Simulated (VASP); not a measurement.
Given:

```
Lu
1.0
    3.42453     0.00000     0.00000
   -1.71227     2.96573     0.00000
    0.00000     0.00000    11.01846
Lu
4
Direct
  0.00000   0.00000   0.00000
  0.00000   0.00000   0.50000
  0.33333   0.66667   0.25000
  0.66667   0.33333   0.75000
```

These are PBE GGA, VASP's PBE PAW potentials (set 64) (plane waves; VASP) values and carry that method's errors. Run with 300 eV cut-off, 8×8×2 Γ-centred mesh, Gaussian smearing of 0.10 eV, potentials Lu_3.

At this cut-off the stress carries a Pulay error, which pulls relaxed volumes low.

What does the run give for the energy per atom (σ→0), pressure, band gap (on the k-mesh) with the smallest direct gap where there is one?

- band gap (on the k-mesh): none (metal, semimetal or under 0.01 eV)
- energy per atom (σ→0): -4.425 eV/atom
- pressure: 1.93 GPa

The structure was generated: Lu was put into an ordered model structure, which need not be its known phase. The cell was not relaxed at this level.
